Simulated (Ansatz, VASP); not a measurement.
## SnO2 (Cassiterite): VASP beside Ansatz

One calculation is typed for both programs; each brings its own data sets and cutoff. How far apart do they land?

Method: plane waves, with VASP 6.6.1 beside it; band structure at LDA, in Ansatz 0.2.0.

### Step 1. Set-up

The structure is tetragonal, space group P4_2/mnm (No. 136). The conventional cell has a = 4.738 Å, b = 4.738 Å, c = 3.187 Å, α = 90.00°, β = 90.00°, γ = 90.00°. Nearest to Sn lie 6 O at 2.05 to 2.06 Å. Nearest to O lie 3 Sn at 2.05 to 2.06 Å. Farther neighbours and most contacts between anions are not listed.

### Step 2. Ansatz: band structure, LDA

Ansatz runs on its default PAW (the set named soft_2) files.

Levels along a path test the potential and the projectors away from the mesh points.

input.yaml

```yaml
crystal:
  lattice:
    - [4.738, 0.0, 0.0]
    - [0.0, 4.738, 0.0]
    - [0.0, 0.0, 3.1865]
  atoms:
    - { symbol: Sn, position: [0.0, 0.0, 0.0] }
    - { symbol: Sn, position: [0.5, 0.5, 0.5] }
    - { symbol: O, position: [0.3059161555, 0.3059161555, 0.0] }
    - { symbol: O, position: [0.1940838445, 0.8059161555, 0.5] }
    - { symbol: O, position: [0.6940838445, 0.6940838445, 0.0] }
    - { symbol: O, position: [0.8059161555, 0.1940838445, 0.5] }
hamiltonian:
  xc: lda
  pseudopotentials: { kind: paw }
kpoints:
  mp_grid: { grid: [6, 6, 6] }
  band_path:
    path:
      - [0.0, 0.0, 0.0]
      - [0.0, 0.13636, 0.0]
      - [0.0, 0.31818, 0.0]
      - [0.0, 0.5, 0.0]
      - [0.09091, 0.5, 0.0]
      - [0.27273, 0.5, 0.0]
      - [0.45455, 0.5, 0.0]
      - [0.45455, 0.45455, 0.0]
      - [0.27273, 0.27273, 0.0]
      - [0.09091, 0.09091, 0.0]
      - [0.0, 0.0, 0.0]
      - [0.0, 0.0, 0.18182]
      - [0.0, 0.0, 0.36364]
      - [0.0, 0.0, 0.5]
      - [0.0, 0.13636, 0.5]
      - [0.0, 0.31818, 0.5]
      - [0.0, 0.5, 0.5]
      - [0.09091, 0.5, 0.5]
      - [0.27273, 0.5, 0.5]
      - [0.45455, 0.5, 0.5]
      - [0.45455, 0.45455, 0.5]
      - [0.27273, 0.27273, 0.5]
      - [0.09091, 0.09091, 0.5]
      - [0.0, 0.5, 0.0]
      - [0.0, 0.5, 0.18182]
      - [0.0, 0.5, 0.36364]
      - [0.0, 0.5, 0.5]
      - [0.5, 0.5, 0.13636]
      - [0.5, 0.5, 0.31818]
      - [0.5, 0.5, 0.5]
    npoints: 1
scf:
  occupations: { method: gaussian, width: 0.01 }
  n_extra_bands: 9
output:
  forces: true
  stress: true
  eigenvalues: true
  write_density: true
  write_potential: true
  elf: true
  volumetric_format: npy
```

The run is started by

```console
$ ansatz run input.yaml --threads 4 --pin off --max-ram 9216MiB --backend cpu --events-out ev --progress --plain --runs-dir out
```

Numbers of over 12 decimals in the logs are rounded to 6 here.

Output:

```text
scf.n_extra_bands = 9 over 26 filled bands (N_el = 52.0): the run solves 35 bands
Engine: ansatz 0.2.0, aarch64-unknown-linux-gnu
Pseudopotentials: kind: paw
Pseudopotential: Sn, paw, valence charge 14, recommended cutoff 420 eV (normal), Sn.paw.azcp
Pseudopotential: O, paw, valence charge 6, recommended cutoff 420 eV (normal), O.paw.azcp
Functional definition: SPW92
  exchange = slater_x
  correlation = pw_c
Crystal: 6 atoms, lattice volume = 71.533 Å³
Basis set: ecut = 420 eV, 1411 PW (Γ)
Bands: 35, of which v1, the nominal top of the filled ones, is band 26 counted from 1 (25 counted from 0)
Symmetry: 16 space group operations
Space group: P42/mnm (ITA 136), of the structure as read, at distance tolerance 4.2e-5 Å
k-points: 40 of 216
Non-local potential: Sn, projectors of the file, l = 0: 2, l = 1: 2, l = 2: 2, l = 3: 2
Non-local potential: O, projectors of the file, l = 0: 2, l = 1: 2, l = 2: 1
PAW form: soft (Blöchl's): semilocal exchange-correlation on the pseudo side does not see the compensation charge
PAW frozen core: Sn, regenerated for the run's functional, and the local potential with it (the file was generated under x = pbe(κ = 0.804, μ = 0.219515), c = pbe(β = 0.066725))
PAW frozen core: O, regenerated for the run's functional, and the local potential with it (the file was generated under x = pbe(κ = 0.804, μ = 0.219515), c = pbe(β = 0.066725))
PAW one-centre angular grid: Sn, 590 points (default); XC on 64 Gauss nodes
PAW one-centre angular grid: O, 110 points (default); XC on 64 Gauss nodes
Initial density: superposition of atomic densities (neutral atoms: chi_scale 0, normalization atom), corrected by the library's trained network
Initial wavefunctions: pseudopotential atomic-orbital guess
Functional: x = slater, c = lda
SCF iter   1: F=—  HF=-13980.425184 eV  |F-HF|=—  |Δ(HF+E_count)|=         —  Δρ=1.89e-2  dr2=2.12e-1  ethr=1.77e-3  ⟨swp⟩=6.4  Hψ=6320  notcnv=0
preconditioner: auto → Resta (q_TF=auto, 2.587 Å⁻¹)  ε∞=3.3  [insulator: Δε(μ)=0.938 eV  Ē_g=20.751 eV  σ=0.010 eV  W_gap=1.00  n_scr=18 (ndim 8)  ℏωp=31.7 eV  f_vac=0.027  D(μ)=0.00/eV (n_scr^D=0)  ε∞_Penn≈3.3]
SCF iter   2: F=—  HF=-13980.363379 eV  |F-HF|=—  |Δ(HF+E_count)|=   6.18e-2  Δρ=4.95e-3  dr2=6.62e-3  ethr=4.08e-4  ⟨swp⟩=2.2  Hψ=2279  notcnv=0  defer=166
SCF iter   3: F=—  HF=-13980.360972 eV  |F-HF|=—  |Δ(HF+E_count)|=   2.41e-3  Δρ=2.15e-3  dr2=1.75e-3  ethr=1.27e-5  ⟨swp⟩=2.0  Hψ=2397  notcnv=0  defer=166
SCF iter   4: F=—  HF=-13980.360381 eV  |F-HF|=—  |Δ(HF+E_count)|=   5.92e-4  Δρ=3.55e-4  dr2=5.81e-5  ethr=3.37e-6  ⟨swp⟩=3.0  Hψ=2361  notcnv=0  defer=166
SCF iter   5: F=—  HF=-13980.360379 eV  |F-HF|=—  |Δ(HF+E_count)|=   2.28e-6  Δρ=6.47e-5  dr2=2.24e-6  ethr=1.12e-7  ⟨swp⟩=1.0  Hψ=1234  notcnv=0  defer=166
SCF iter   6: F=-13980.360379 eV  HF=-13980.360379 eV  |F-HF|=1.29e-8  |Δ(HF+E_count)|=   6.88e-7  Δρ=6.95e-6  dr2=4.28e-8  ethr=1.92e-10  ⟨swp⟩=12.3  Hψ=11202  notcnv=0
SCF 1 converged in 6 iterations: F = -13980.360379 eV  dr2 = 4.28e-8
  greatest PAW one-centre occupation: 0.998 electrons in one spin orbital (limit 2), on the Sn atom at site 0 (counted from 0), in its partial waves of l = 2
NSCF: frozen V_eff on 30 k-points
SCF converged after 6 iterations
Free energy (F): -13980.360379 eV
Harris-Foulkes:  -13980.360379 eV  (|F-HF|=1.29e-8)
Internal energy: -13980.360379 eV  (E = F + TS)
E sigma→0 (E₀):  -13980.360379 eV
Fermi energy:    9.718436 eV
--- Per-component energies (eV) ---
  E_band       = -131.508469
  E_kinetic    = 1080.954237
  E_local      = -2864.190325  (includes V_loc(G=0)·N_el)
  E_nonlocal   = 150.959741
  E_hartree    = 1479.829807
  E_xc         = -1041.909336
  E_vxc        = -564.309733  (∫ρ·V_xc dr)
  E_paw        = -8602.611298  (= ΣΔE_a)
  E_vpaw       = -894.602878  (= ΣTr[D̂ρ^β])
  E_aug_tail   = 0.010188  (compensation charges beyond the density's cutoff)
  E_ewald      = -4184.640874
  E_core_change = 1.237482  (= ΣΔE_core)
  E_smearing   = -0.000000  (= −TS)
  E_closure    = 0.000000  (closes the sum)
  Σ components = -13980.360379   (vs F -13980.360379, Δ=0.00e0)
--- Forces (eV/Å), atoms counted from 1 ---
  atom   1  Sn     0.00000000    -0.00000000    -0.00000000
  atom   2  Sn     0.00000000    -0.00000000    -0.00000000
  atom   3  O      0.01781219     0.01781219     0.00000000
  atom   4  O     -0.01781219     0.01781219    -0.00000000
  atom   5  O     -0.01781219    -0.01781219    -0.00000000
  atom   6  O      0.01781219    -0.01781219     0.00000000
  max |Σ_I F_I| component: 6.94e-18 eV/Å
--- Stress (GPa, compression-positive) ---
       -1.239833       0.000000       0.000000
        0.000000      -1.239833       0.000000
        0.000000       0.000000      -0.548619
  P = ⅓ Tr σ = -1.0094 GPa (-10.094 kbar)
--- Band table (eV; the first three rows and the last of 40) ---
  k-point 0: bands = [... 22 lower, 7.8986, 8.3612, 8.3612, 9.1642, 10.2727, 15.1098, 15.2580, 15.2580, ... 5 higher]
  k-point 1: bands = [... 22 lower, 6.9667, 8.3805, 8.3805, 8.9266, 11.7682, 15.6095, 16.3499, 16.3499, ... 5 higher]
  k-point 2: bands = [... 22 lower, 6.6814, 8.1483, 8.1483, 8.2880, 13.7793, 15.8898, 17.7277, 18.3340, ... 5 higher]
  k-point 39: bands = [... 22 lower, 8.1815, 8.1815, 8.3167, 8.3167, 13.8029, 13.8029, 17.8023, 17.8023, ... 5 higher]
```

Wall time 2.4 s (4 threads of Arm Neoverse V2, shared host); peak memory 0.39 GiB; 7.5 s of CPU time.

### Step 3. VASP: band structure, LDA

The same cell, functional (in two slightly different forms), mesh and smearing now go to VASP, with its own data sets and cutoff.

Lines of VASP's logs that name or quote its potential files are left out, and so is its time.

INCAR

```
SYSTEM = SnO2
PREC = Accurate
ENCUT = 440
EDIFF = 1E-08
NELM = 100
ISMEAR = 0
SIGMA = 0.01
LREAL = .FALSE.
ALGO = Normal
GGA = CA
NBANDS = 32
LORBIT = 11
LWAVE = .TRUE.
LCHARG = .FALSE.
KPAR = 8
```

POSCAR

```
SnO2
1.0
    4.7380000000      0.0000000000      0.0000000000
    0.0000000000      4.7380000000      0.0000000000
    0.0000000000      0.0000000000      3.1865000000
Sn O
2 4
Direct
    0.0000000000      0.0000000000      0.0000000000
    0.5000000000      0.5000000000      0.5000000000
    0.3059161555      0.3059161555      0.0000000000
    0.1940838445      0.8059161555      0.5000000000
    0.6940838445      0.6940838445      0.0000000000
    0.8059161555      0.1940838445      0.5000000000
```

KPOINTS

```
Automatic mesh
0
Gamma
6 6 6
0 0 0
```

KPOINTS_OPT

```
Line mode
12
Line-mode
Reciprocal
  0.00000000   0.00000000   0.00000000 GAMMA
  0.00000000   0.50000000   0.00000000 X

  0.00000000   0.50000000   0.00000000 X
  0.50000000   0.50000000   0.00000000 M

  0.50000000   0.50000000   0.00000000 M
  0.00000000   0.00000000   0.00000000 GAMMA

  0.00000000   0.00000000   0.00000000 GAMMA
  0.00000000   0.00000000   0.50000000 Z

  0.00000000   0.00000000   0.50000000 Z
  0.00000000   0.50000000   0.50000000 R

  0.00000000   0.50000000   0.50000000 R
  0.50000000   0.50000000   0.50000000 A

  0.50000000   0.50000000   0.50000000 A
  0.00000000   0.00000000   0.50000000 Z

  0.00000000   0.50000000   0.00000000 X
  0.00000000   0.50000000   0.50000000 R

  0.50000000   0.50000000   0.00000000 M
  0.50000000   0.50000000   0.50000000 A
```

Potentials, in the order of the species: Sn_d_GW and O_GW (LDA family, release 64).

The run is started by

```console
$ mpirun -np 8 vasp_std
```

Output:

```text
[banner, memory and clock lines left out]
running    8 mpi-ranks, on    1 nodes
 distrk:  each k-point on    1 cores,    8 groups
 distr:  one band on    1 cores,    1 groups

 POSCAR found type information on POSCAR SnO
 POSCAR found :  2 types and       6 ions
|                                                                             |
|           W    W    AA    RRRRR   N    N  II  N    N   GGGG   !!!           |
|           W    W   A  A   R    R  NN   N  II  NN   N  G    G  !!!           |
|           W    W  A    A  R    R  N N  N  II  N N  N  G       !!!           |
|           W WW W  AAAAAA  RRRRR   N  N N  II  N  N N  G  GGG   !            |
|           WW  WW  A    A  R   R   N   NN  II  N   NN  G    G                |
|           W    W  A    A  R    R  N    N  II  N    N   GGGG   !!!           |
|                                                                             |
|     For optimal performance we recommend to set                             |
|       NCORE = 2 up to number-of-cores-per-socket                            |
|     NCORE specifies how many cores store one orbital (NPAR=cpu/NCORE).      |
|     This setting can greatly improve the performance of VASP for DFT.       |
|     The default, NCORE=1 might be grossly inefficient on modern             |
|     multi-core architectures or massively parallel machines. Do your        |
|     Unfortunately you need to use the default for GW and RPA                |
|     calculations (for HF NCORE is supported but not extensively tested      |
|     yet).                                                                   |
|                                                                             |

 LDA part: xc-table for (Slater(with rela. corr.)+CA(PZ))
 , standard interpolation
 POSCAR, INCAR and KPOINTS ok, starting setup
 FFT: planning ... GRIDC
 FFT: planning ... GRID_SOFT
 FFT: planning ... GRID
 WAVECAR not read
 entering main loop
       N       E                     dE             d eps       ncg     rms          rms(c)
DAV:   1     0.549648040506E+03    0.54965E+03   -0.19330E+04  4040   0.102E+04
DAV:   2     0.278373788072E+02   -0.52181E+03   -0.50238E+03  5120   0.165E+03
DAV:   3    -0.458156788647E+02   -0.73653E+02   -0.73148E+02  5112   0.343E+02
DAV:   4    -0.485289525611E+02   -0.27133E+01   -0.27064E+01  4184   0.516E+01
DAV:   5    -0.486438728776E+02   -0.11492E+00   -0.11474E+00  4184   0.166E+01    0.295E+01
DAV:   6    -0.424530719981E+02    0.61908E+01   -0.22076E+01  5000   0.301E+02    0.157E+01
DAV:   7    -0.425001821184E+02   -0.47110E-01   -0.26616E+00  4112   0.185E+01    0.129E+01
DAV:   8    -0.426064755380E+02   -0.10629E+00   -0.12275E+00  4664   0.325E+01    0.102E+01
DAV:   9    -0.424224977764E+02    0.18398E+00   -0.69775E-01  4320   0.332E+01    0.877E-01
DAV:  10    -0.424253860766E+02   -0.28883E-02   -0.36207E-02  4272   0.194E+00    0.106E+00
DAV:  11    -0.424248111308E+02    0.57495E-03   -0.20556E-03  4992   0.123E+00    0.314E-01
DAV:  12    -0.424247735231E+02    0.37608E-04   -0.25567E-04  4840   0.530E-01    0.709E-02
DAV:  13    -0.424247701412E+02    0.33820E-05   -0.41518E-05  4880   0.295E-01    0.198E-02
DAV:  14    -0.424247708494E+02   -0.70819E-06   -0.56136E-06  4904   0.289E-02    0.250E-02
DAV:  15    -0.424247704815E+02    0.36787E-06   -0.80237E-07  4264   0.426E-02    0.429E-03
DAV:  16    -0.424247704557E+02    0.25739E-07   -0.11444E-07  3064   0.116E-02    0.142E-03
DAV:  17    -0.424247704673E+02   -0.11550E-07   -0.14466E-07  3456   0.359E-03    0.214E-04
DAV:  18    -0.424247704671E+02    0.23920E-09   -0.17245E-09  2160   0.116E-03
   1 F= -.42424770E+02 E0= -.42424770E+02  d E =-.152113E-27
 Start KPOINTS_OPT (optional k-point list driver)
k-point batch [1-40\108]
       N       E                     dE             ncg
DAV:   1     0.848000530470E+04   -0.16324E+05     3976
DAV:   2    -0.120705933093E+05   -0.20551E+05     5088
DAV:   3    -0.154371412063E+05   -0.33665E+04     5104
DAV:   4    -0.155959138160E+05   -0.15877E+03     4424
DAV:   5    -0.156029388851E+05   -0.70251E+01     3952
DAV:   6    -0.156032589332E+05   -0.32005E+00     4384
DAV:   7    -0.156032808053E+05   -0.21872E-01     3952
DAV:   8    -0.156032814435E+05   -0.63823E-03     4568
DAV:   9    -0.156032814903E+05   -0.46753E-04     3944
DAV:  10    -0.156032814916E+05   -0.12985E-05     3376
DAV:  11    -0.156032814918E+05   -0.18137E-06     2360
DAV:  12    -0.156032814918E+05   -0.77598E-08     2072
[...]
k-point batch [81-108\108]
       N       E                     dE             ncg
DAV:   1     0.281584429303E+05   -0.35190E+05     2792
DAV:   2     0.138677615153E+05   -0.14291E+05     3584
DAV:   3     0.116298095715E+05   -0.22380E+04     3584
DAV:   4     0.115369601208E+05   -0.92849E+02     3200
DAV:   5     0.115337237194E+05   -0.32364E+01     2864
DAV:   6     0.115335462062E+05   -0.17751E+00     3248
DAV:   7     0.115335381720E+05   -0.80343E-02     2792
DAV:   8     0.115335378826E+05   -0.28942E-03     3280
DAV:   9     0.115335378642E+05   -0.18335E-04     2800
DAV:  10     0.115335378638E+05   -0.45666E-06     2544
DAV:  11     0.115335378637E+05   -0.54679E-07     1592
DAV:  12     0.115335378637E+05   -0.16680E-08     1488
 writing wavefunctions
```

[end of part 1 of 2]

[Lines on the potential files, build, host, timing and source positions are cut from VASP's logs without a mark.]

[Logs are printed without paths, hosts, clocks, repeated set-up lines and the standing remarks that a program may print on its own settings, such as how far it seeks lower states.]

[Hosts, paths, dates, database ids (printed as entryN), source tags and the programs' standing remarks are cut or masked in the printed files.]
